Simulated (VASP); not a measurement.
A convergence study with VASP on CaO (rock salt): a few settings are varied, all else stays as given below, so the limit is that of these other settings. The cell's lengths are 1 % over those of the tabulated start and one atom is moved, so it is off equilibrium.

```xyz
2
Lattice="0.0000 2.4291 2.4291 2.4291 0.0000 2.4291 2.4291 2.4291 0.0000" Properties=species:S:1:pos:R:3 pbc="T T T"
Ca     0.0000     0.0000     0.0000
O      2.4896     2.4291     2.4291
```

All values below come from LDA (Ceperley-Alder, Perdew-Zunger), VASP's LDA PAW potentials (set 64) (plane waves; VASP 6.6.1). The last row used: 700 eV cut-off, 8×8×8 Γ-centred mesh, Gaussian smearing of 0.050 eV, potentials Ca_sv O.

```
setting                      E (eV/atom)  pressure (GPa)  electronic steps
---------------------------  -----------  --------------  ----------------
ALGO = Normal, EDIFF = 1E-2      -7.0752          -10.35                 9
ALGO = Normal, EDIFF = 1E-3      -7.0753           -8.91                10
ALGO = Normal, EDIFF = 1E-4      -7.0753           -9.51                11
ALGO = Normal, EDIFF = 1E-5      -7.0753           -9.23                13
ALGO = Normal, EDIFF = 1E-6      -7.0753           -9.23                13
ALGO = Normal, EDIFF = 1E-8      -7.0753           -9.21                15
ALGO = Normal, EDIFF = 1E-9      -7.0753           -9.21                16
ALGO = Fast, EDIFF = 1E-2        -7.0730           -6.02                 9
ALGO = Fast, EDIFF = 1E-3        -7.0763          -13.31                12
ALGO = Fast, EDIFF = 1E-4        -7.0761          -12.13                14
ALGO = Fast, EDIFF = 1E-5        -7.0753           -8.79                26
ALGO = Fast, EDIFF = 1E-6        -7.0753           -9.20                31
ALGO = Fast, EDIFF = 1E-7        -7.0753           -9.21                33
ALGO = Fast, EDIFF = 1E-8        -7.0753           -9.21                35
ALGO = Fast, EDIFF = 1E-9        -7.0753           -9.21                37
ALGO = All, EDIFF = 1E-2         -7.0735           -8.89                11
ALGO = All, EDIFF = 1E-3         -7.0751           -9.18                14
ALGO = All, EDIFF = 1E-4         -7.0752           -9.27                16
ALGO = All, EDIFF = 1E-5         -7.0753           -9.25                19
ALGO = All, EDIFF = 1E-6         -7.0753           -9.23                23
ALGO = All, EDIFF = 1E-7         -7.0753           -9.21                28
ALGO = All, EDIFF = 1E-8         -7.0753           -9.21                34
ALGO = All, EDIFF = 1E-9         -7.0753           -9.21                41
```

Left out are rungs that failed or repeat a setting and relaxations that didn't move; long series are thinned to 24 rows.

The compound is CaO in the rock salt structure. The cell was not relaxed at this level, it is distorted from the ideal structure.
